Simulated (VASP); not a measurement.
Here is the system:

```xyz
5
Lattice="5.6385 0.0000 0.0000 0.0000 5.6385 0.0000 0.0000 0.0000 5.6385" Properties=species:S:1:pos:R:3 pbc="T T T"
Cs     0.0000     0.0000     0.0000
Pb     2.8193     2.8193     2.8193
Cl     2.8193     0.0000     2.8193
Cl     0.0000     2.8193     2.8193
Cl     2.8193     2.8193     0.0000
```

The numbers are results of optB86b-vdW, VASP's PBE PAW potentials (set 64) (plane waves; VASP 6.6.1), not measurements. Numerical set-up: 520 eV cut-off, 4×4×4 Γ-centred mesh, Gaussian smearing of 0.050 eV, potentials Cs_sv Pb_d Cl.

Unless said otherwise, spin-orbit coupling is left out, though it shifts the bands of the heavy elements here.

Task: What does the run give for the energy per atom (σ→0), band gap (on the k-mesh) with the smallest direct gap where there is one?

Result: 
```json
{
 "band gap (on the k-mesh)": "2.02 eV",
 "smallest direct gap (on the k-mesh)": "2.02 eV",
 "energy per atom (σ→0)": "-1333 meV/atom"
}
```

Total energies compare only between runs with the same potentials, cut-off and functional.

The compound is CsPbCl3 in the cubic perovskite structure, the ideal cubic form; the compound distorts at low or room temperature. It was relaxed first.
